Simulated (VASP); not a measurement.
Output of a VASP run:

### OSZICAR
```
       N       E                     dE             d eps       ncg     rms          rms(c)
DAV:   1     0.289642580553E+03    0.28964E+03   -0.19442E+04  1346   0.236E+03
DAV:   2     0.174991495349E+02   -0.27214E+03   -0.26791E+03  1337   0.447E+02
DAV:   3    -0.139589665360E+02   -0.31458E+02   -0.31026E+02  1484   0.130E+02
DAV:   4    -0.146905957769E+02   -0.73163E+00   -0.72073E+00  1451   0.238E+01
DAV:   5    -0.147080370832E+02   -0.17441E-01   -0.17426E-01  1624   0.339E+00    0.275E+00
DAV:   6    -0.145464806981E+02    0.16156E+00   -0.27414E-01  1616   0.756E+00    0.143E+00
DAV:   7    -0.145001536782E+02    0.46327E-01   -0.77317E-02  1739   0.281E+00    0.318E-01
DAV:   8    -0.144970352398E+02    0.31184E-02   -0.16737E-02  1393   0.145E+00    0.487E-02
DAV:   9    -0.144970864837E+02   -0.51244E-04   -0.76129E-04  1664   0.272E-01    0.237E-02
DAV:  10    -0.144970880660E+02   -0.15823E-05   -0.18849E-04  1491   0.181E-01    0.917E-03
DAV:  11    -0.144970837969E+02    0.42691E-05   -0.41872E-05  1581   0.892E-02    0.268E-03
DAV:  12    -0.144970838437E+02   -0.46799E-07   -0.25265E-06  1158   0.150E-02
   1 F= -.14497084E+02 E0= -.14496962E+02  d E =-.365599E-03
```

OUTCAR:
```
------------------------ aborting loop because EDIFF is reached ----------------------------------------
  FORCE on cell =-STRESS in cart. coord.  units (eV):
  Direction    XX          YY          ZZ          XY          YZ          ZX
  --------------------------------------------------------------------------------------
  Total        1.6282827      0.1856261     -0.6981697      0.0000000      0.0000000      0.0000000
  in kB       35.8400548      4.0858080    -15.3673798      0.0000000      0.0000000      0.0000000
  external PRESSURE =       8.1861610 kB  Pullay stress =       0.0000000 kB
  volume of cell :       72.79
      direct lattice vectors                 reciprocal lattice vectors
     2.177688000 -3.733267000  0.000000000     0.229601302 -0.133930951  0.000000000
     2.177688000  3.733267000  0.000000000     0.229601302  0.133930951  0.000000000
     0.000000000  0.000000000  4.476690000     0.000000000  0.000000000  0.223379327
 POSITION                                       TOTAL-FORCE (eV/Angst)
 -----------------------------------------------------------------------------------
      2.17769     -1.16254      1.85962         0.000000     -0.232951     -0.048363
      2.17769      1.16254      2.61707         0.000000      0.232951      0.048363
      2.17769     -2.57073      4.09796         0.000000      0.232951     -0.048363
      2.17769      2.57073      0.37873         0.000000     -0.232951      0.048363
 -----------------------------------------------------------------------------------
    total drift:                                0.000000      0.000000     -0.000000
  FREE ENERGIE OF THE ION-ELECTRON SYSTEM (eV)
  ---------------------------------------------------
  free  energy   TOTEN  =       -14.4970838437 eV

  energy  without entropy=      -14.4967182448  energy(sigma->0) =      -14.49696198
```
(Selected blocks of OUTCAR.)

**POSCAR**
```
Ga
1
    2.1776880000    -3.7332670000     0.0000000000
    2.1776880000     3.7332670000     0.0000000000
    0.0000000000     0.0000000000     4.4766900000
Ga
4
Direct
  0.6557000000   0.3443000000   0.4154000000
  0.3443000000   0.6557000000   0.5846000000
  0.8443000000   0.1557000000   0.9154000000
  0.1557000000   0.8443000000   0.0846000000
```

### Question
Write an INCAR and KPOINTS that could have produced this output.

### Answer
Several could match; the one computed here: the input of the run itself, LDA (Ceperley-Alder, Perdew-Zunger), plane waves, VASP's LDA PAW potentials (set 64).

KPOINTS:
```
Automatic mesh
0
Gamma
4 4 4
0 0 0
```

**INCAR**
```
SIGMA=0.05
LMAXMIX=4   # l cut-off of mixed one-centre charges
ENCUT=300   # plane-wave cut-off (eV)
LASPH=.TRUE.
PREC=Accurate
LREAL=.FALSE.   # projection in real space or not
ALGO=Normal   # blocked Davidson
EDIFF=1E-6   # SCF stop (eV)
ISIF=2   # forces and stress, cell fixed
SYSTEM=Ga
ISMEAR=1
NELM=100
LWAVE=.FALSE.
LCHARG=.FALSE.
```

POTCAR, in this order: Ga_d (LDA.64 set). Program: vasp_std.

At this cut-off the stress carries a Pulay error, which pulls relaxed volumes low.

The structure comes from a computed database's Ga entry; how it stands against other phases isn't given here. The cell was not relaxed at this level. The k-mesh is coarse (spacing up to 0.42 per Å, 2π included), so the numbers may not be converged in it. The run is one of a series of settings (GGA removed, KPOINTS 4×4×4 Γ-centred mesh, POTCAR Ga_d (LDA.64 set) against the base run), some of them coarse on purpose.
